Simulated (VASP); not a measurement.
Write the native input for VASP 6.6.1 that does the following.

| Item | Value |
| --- | --- |
| Task | single point |
| Functional | r2SCAN |
| Potentials or basis | VASP PAW PBE potentials, release 64 (P, Ga_d, La) |
| Cutoff | 520 eV |
| k mesh | 4 × 4 × 4, shifted |
| Occupations | fermi-dirac, width 0.1 eV |
| Spin | no spin polarisation |
| Dipole correction | no |
| Further INCAR settings | ALGO = Normal; EDIFF = 1e-06; NBANDS = 28 |

Crystal: LaGaP3.

```
P Ga La
1.0
     4.35667   -0.10559    0.02541
    -0.10559    4.44917    0.05774
     0.02541    0.05774    4.38742
P Ga La
3 1 1
Direct
  0.51891 0.06127 0.02261
  0.96530 0.52958 0.00451
  0.00173 0.98742 0.52022
  0.00476 0.99806 0.98642
  0.52926 0.48107 0.48103
```

The cell was built by a generator and needn't be a form met in nature.

The input as run:

POSCAR

```
LaGaP3
1.0
    4.3566660000     -0.1055900000      0.0254140000
   -0.1055900000      4.4491660000      0.0577430000
    0.0254140000      0.0577430000      4.3874230000
P Ga La
3 1 1
Direct
    0.5189120000      0.0612690000      0.0226070000
    0.9653010000      0.5295840000      0.0045090000
    0.0017260000      0.9874230000      0.5202160000
    0.0047570000      0.9980650000      0.9864170000
    0.5292570000      0.4810730000      0.4810330000
```

INCAR.step1

```
SYSTEM = LaGaP3
PREC = Accurate
ENCUT = 520
ISMEAR = -5
SIGMA = 0.1
LREAL = .FALSE.
LASPH = .TRUE.
NELM = 100
LMAXMIX = 6
NBANDS = 28
GGA = PE
ALGO = Normal
EDIFF = 1E-4
LWAVE = .TRUE.
LCHARG = .FALSE.
```

INCAR.step2

```
SYSTEM = LaGaP3
PREC = Accurate
ENCUT = 520
EDIFF = 1E-6
ISMEAR = -1
SIGMA = 0.1
LREAL = .FALSE.
LASPH = .TRUE.
NELM = 100
ALGO = Normal
ISIF = 2
LWAVE = .FALSE.
LCHARG = .FALSE.
LMAXMIX = 6
METAGGA = R2SCAN
LMIXTAU = .TRUE.
LORBIT = 10
NBANDS = 28
ISTART = 1
```

KPOINTS

```
Automatic mesh
0
Gamma
  4 4 4
  0 0.5 0.5
```

Potentials or basis: VASP PAW PBE potentials, release 64 (P, Ga_d, La).

Command:

```console
$ cat potpaw_PBE.64/P/POTCAR potpaw_PBE.64/Ga_d/POTCAR potpaw_PBE.64/La/POTCAR > POTCAR
$ cp INCAR.step1 INCAR
$ mpirun -np 1 vasp_std > vasp.out
$ cp INCAR.step2 INCAR
$ mpirun -np 1 vasp_std > vasp.out
```

Results of the run:

| Item | Value |
| --- | --- |
| Pressure | 32.4 GPa |
| Largest force | 4.356 eV/Å |
| Band gap on the k mesh | none (metal or under the smearing width) |
| Valence electrons inside the program's atomic spheres | P 2.60, 2.61; Ga 12.35; La 8.64 |

Caveat: the k mesh is coarse (spacing up to 0.36 Å⁻¹), so the values aren't converged; a pressure of tens of GPa on the cell as given is suspect, and the run, the potentials or the cell itself is likely at fault; the PAW data sets were made with another functional, which shifts forces and pressure a little.

Run time: 3.9 min on 1 thread of Intel(R) Xeon(R) Platinum 8488C (Sapphire Rapids), on a shared host, peak memory 0.26 GiB.
